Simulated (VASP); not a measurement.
Energy against volume of Au (fcc). These are PBE GGA, VASP's PBE PAW potentials (set 64) (plane waves; VASP) values and carry that method's errors. Settings: 520 eV cut-off, 15×15×15 Γ-centred mesh, first-order Methfessel-Paxton smearing of 0.10 eV, potentials Au.

```csv
V (Å³/atom),E (eV/atom)
17.389,-3.21118
17.927,-3.21931
18.464,-3.21315
19.002,-3.19530
```

### Question
Fit these four points and predict the energy of the run at 16.851 Å³/atom.

### Answer
A cubic in V^(−2/3), the third-order Birch-Murnaghan form, passes through the four points with V0 = 17.95 Å³/atom and B0 = 141 GPa, and gives -3.1855 eV/atom there. The run gave -3.1856 eV/atom, -0.1 meV/atom from the fit; all five points give B0 = 141 GPa.

The compound is Au in the fcc structure. It was relaxed first, which changed the volume by +6 %.
